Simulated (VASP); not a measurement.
Data:

```xyz
2
Lattice="2.9780 0.0000 0.0000 0.0000 2.9780 0.0000 0.0000 0.0000 2.9780" Properties=species:S:1:pos:R:3 pbc="T T T"
Al     1.4890     1.4890     1.4890
Ru     0.0000     0.0000     0.0000
```

The numbers are results of PBE GGA with D4 dispersion, VASP's PBE PAW potentials (set 64) (plane waves; VASP), not measurements. Run with 520 eV cut-off, Gaussian smearing of 0.050 eV, potentials Al Ru_pv.

### Question
Estimate the band gap (along the path) with the smallest direct gap where there is one.

### Answer

```
Quantity                                                     Result
-------------------------  ----------------------------------------
band gap (along the path)  none (metal, semimetal or under 0.01 eV)
```

The absolute energy has meaning only against runs of the same code, potentials and settings.

The compound is RuAl in the CsCl type structure. It was relaxed first. The electron count is odd and the run is not spin-polarised, which forces a metal.
